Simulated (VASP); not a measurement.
Runs of VASP 6.6.1 on ClSnIH2. The cell holds a molecule in a box, 5 atoms: a = 13.000 Å, b = 12.000 Å, c = 13.000 Å, α = 90.00°, β = 90.00°, γ = 90.00°. 

```tsv
task	level	potentials or basis	cell	cutoff (eV)	grid for exact exchange (PRECFOCK)	exchange at q = 0	gap on the mesh (eV)	largest force (eV/Å)
single point	SCAN+D3(BJ)	VASP PAW PBE potentials, release 64 (Cl_h, Sn_d, I, H_h)	as given	900	-	-	4.54	(b)
single point	SCAN	VASP PAW PBE potentials, release 64 (Cl, Sn_d, I, H)	as given	520	-	-	4.54	(a)
single point	PBE0+TS	VASP PAW PBE potentials, release 64 (Cl, Sn_d, I, H)	as given	520	Fast	default	6.06	0.05
relaxation of the atoms	RPBE+D3(BJ)	VASP PAW PBE potentials, release 64 (Cl, Sn_d, I, H)	atoms relaxed	520	-	-	4.05	-
```

Alike in all rows: no spin polarisation; k mesh 1 × 1 × 1; smearing gaussian 0.01 eV.

Q: Estimate the missing entries.

A: (a) 0.16; (b) 0.17.

Caveats: the PAW data sets were made with another functional, which shifts forces and pressure a little; spin-orbit coupling is left out, which moves the levels of the heavy elements.

A k mesh can miss the band edges, and the runs leave out spin-orbit coupling on I, Sn.

Runs at the PBE level aren't shown here.
